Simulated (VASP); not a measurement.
Input:

```xyz
2
Lattice="1.4897 -2.5802 0.0000 1.4897 2.5802 0.0000 0.0000 0.0000 5.5461" Properties=species:S:1:pos:R:3 pbc="T T T"
Cd     1.4897     0.8601     1.3865
Cd     1.4897    -0.8601     4.1595
```

The numbers are results of r2SCAN+rVV10, VASP's PBE PAW potentials (set 64) (plane waves; VASP 6.6.1), not measurements. Settings: 520 eV cut-off, 16×16×8 Γ-centred mesh, tetrahedra with Blöchl corrections, potentials Cd.

Q: Give the energies of bands 11 to 15 at the high-symmetry points, in eV from the Fermi level.

A: 
```
band      Γ      M     K      A      L     H
----  -----  -----  ----  -----  -----  ----
11    -8.89  -2.51  0.02  -7.71  -1.69  0.98
12    -3.12  -1.96  0.02  -7.71  -1.69  0.98
13    -3.00   2.20  0.37   4.15   0.18  1.77
14    11.46   3.23  4.60   4.15   0.18  1.77
15    15.04   3.54  5.29  15.37   8.76  1.91
```

It has no gap at this level: it comes out as a metal or semimetal.

The compound is Cd in the hcp structure. It was relaxed first.
